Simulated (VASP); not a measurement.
Level of theory: PBE GGA, VASP's PBE PAW potentials (set 64) (plane waves; VASP 6.6.1).

VASP input:

INCAR:
```
SYSTEM = In
PREC = Accurate
ENCUT = 480
EDIFF = 1E-7
NELM = 100
ALGO = Normal
LREAL = .FALSE.
LASPH = .TRUE.
ISMEAR = 1
SIGMA = 0.1
GGA = PE
LMAXMIX = 4
LWAVE = .FALSE.
LCHARG = .FALSE.
ISIF = 2
```

KPOINTS:
```
K-points
0
G
 14 14 14
```

### POSCAR
```
In
3.4142260
 -0.4740295825   0.4740295825   0.7420188283
  0.4740295825  -0.4740295825   0.7420188283
  0.4740295825   0.4740295825  -0.7420188283
In
1
Cart
  0.0000000000   0.0000000000   1.4840376566
```

POTCAR, in this order: In_d (PBE.64 set). Program: vasp_std.

Output of the run:

File OSZICAR:
```
       N       E                     dE             d eps       ncg     rms          rms(c)
DAV:   1     0.688440634687E+02    0.68844E+02   -0.62762E+03  4910   0.156E+03
DAV:   2     0.114505913789E+00   -0.68730E+02   -0.67842E+02  4960   0.281E+02
DAV:   3    -0.252232155285E+01   -0.26368E+01   -0.26279E+01  5700   0.640E+01
DAV:   4    -0.258211943139E+01   -0.59798E-01   -0.59783E-01  6226   0.976E+00
DAV:   5    -0.258449638527E+01   -0.23770E-02   -0.23769E-02  5954   0.161E+00    0.223E+00
DAV:   6    -0.256228380051E+01    0.22213E-01   -0.43464E-02  5646   0.460E+00    0.111E+00
DAV:   7    -0.255800613263E+01    0.42777E-02   -0.13852E-02  5764   0.242E+00    0.252E-01
DAV:   8    -0.255774900453E+01    0.25713E-03   -0.80353E-04  5894   0.563E-01    0.320E-02
DAV:   9    -0.255775501433E+01   -0.60098E-05   -0.15105E-05  6526   0.566E-02    0.132E-02
DAV:  10    -0.255775575589E+01   -0.74156E-06   -0.13181E-06  5410   0.144E-02    0.215E-03
DAV:  11    -0.255775573631E+01    0.19579E-07   -0.52416E-08  3502   0.294E-03
   1 F= -.25577557E+01 E0= -.25577397E+01  d E =-.481591E-04
```

**OUTCAR**
```
------------------------ aborting loop because EDIFF is reached ----------------------------------------
  FORCE on cell =-STRESS in cart. coord.  units (eV):
  Direction    XX          YY          ZZ          XY          YZ          ZX
  --------------------------------------------------------------------------------------
  Total        0.2380772      0.2380772      0.1679884      0.0000000     -0.0000000      0.0000000
  in kB       14.3703000     14.3703000     10.1397530      0.0000000     -0.0000000      0.0000000
  external PRESSURE =      12.9601176 kB  Pullay stress =       0.0000000 kB
  volume of cell :       26.54
      direct lattice vectors                 reciprocal lattice vectors
    -1.618444125  1.618444125  2.533419976     0.000000000  0.308938685  0.197361671
     1.618444125 -1.618444125  2.533419976     0.308938685  0.000000000  0.197361671
     1.618444125  1.618444125 -2.533419976     0.308938685  0.308938685  0.000000000
 POSITION                                       TOTAL-FORCE (eV/Angst)
 -----------------------------------------------------------------------------------
      0.00000      0.00000      0.00000         0.000000      0.000000     -0.000000
 -----------------------------------------------------------------------------------
    total drift:                               -0.000000      0.000000      0.000000
  FREE ENERGIE OF THE ION-ELECTRON SYSTEM (eV)
  ---------------------------------------------------
  free  energy   TOTEN  =        -2.5577557363 eV

  energy  without entropy=       -2.5577075772  energy(sigma->0) =       -2.55773968
```
(Selected blocks of OUTCAR.)

The compound is In in the bct structure. This cell was strained or had an atom moved on purpose.
